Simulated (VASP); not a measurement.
Data:

```
CELL_PARAMETERS angstrom
      3.71393     0.00000     0.00000
      0.00000     3.71393     0.00000
      0.00000     0.00000     3.71393
ATOMIC_POSITIONS crystal
  Cu 0.00000 0.50000 0.50000
  Cu 0.50000 0.00000 0.50000
  Cu 0.50000 0.50000 0.00000
  Au 0.00000 0.00000 0.00000
```

All values below come from AM05 GGA, VASP's PBE PAW potentials (set 64) (plane waves; VASP 6.6.1). Run with 520 eV cut-off, 9×9×9 Γ-centred mesh, tetrahedra with Blöchl corrections, potentials Cu Au.

Unless said otherwise, spin-orbit coupling is left out, though it shifts the bands of the heavy elements here.

Q: Tabulate the total density of states (states/eV per cell) against energy (eV; zero at the valence-band maximum or, without a gap, the Fermi level).

A: 
```csv
E (eV),DOS (states/eV)
-9.93,0.01
-9.71,0.13
-9.49,0.18
-9.27,0.26
-9.05,0.29
-8.83,0.34
-8.61,0.40
-8.39,0.46
-8.06,0.56
-7.84,0.80
-7.62,0.77
-7.40,0.80
-7.18,0.84
-6.96,0.93
-6.74,1.87
-6.52,1.83
-6.30,7.34
-6.08,3.71
-5.86,2.76
-5.64,7.01
-5.42,9.49
-5.21,3.93
-4.99,2.86
-4.66,3.04
-4.44,6.67
-4.22,1.57
-4.00,0.89
-3.78,4.87
-3.56,10.2
-3.34,11.3
-3.12,15.5
-2.90,9.92
-2.68,13.1
-2.46,9.36
-2.24,13.7
-2.02,13.0
-1.80,18.7
-1.47,3.16
-1.25,1.42
-1.03,1.36
-0.81,1.59
-0.59,1.73
-0.37,0.93
-0.15,1.07
0.07,0.84
0.28,0.92
0.50,1.12
0.72,1.38
0.94,1.02
1.16,1.09
1.38,1.09
1.60,1.07
1.93,1.11
2.15,0.95
2.37,0.96
2.59,0.82
2.81,0.80
3.03,0.79
3.25,0.81
3.47,0.94
```
Within 2 eV below the Fermi level the largest weight inside VASP's projection spheres is Cu d.

The compound is Cu3Au in the L1_2 structure. It was relaxed first.
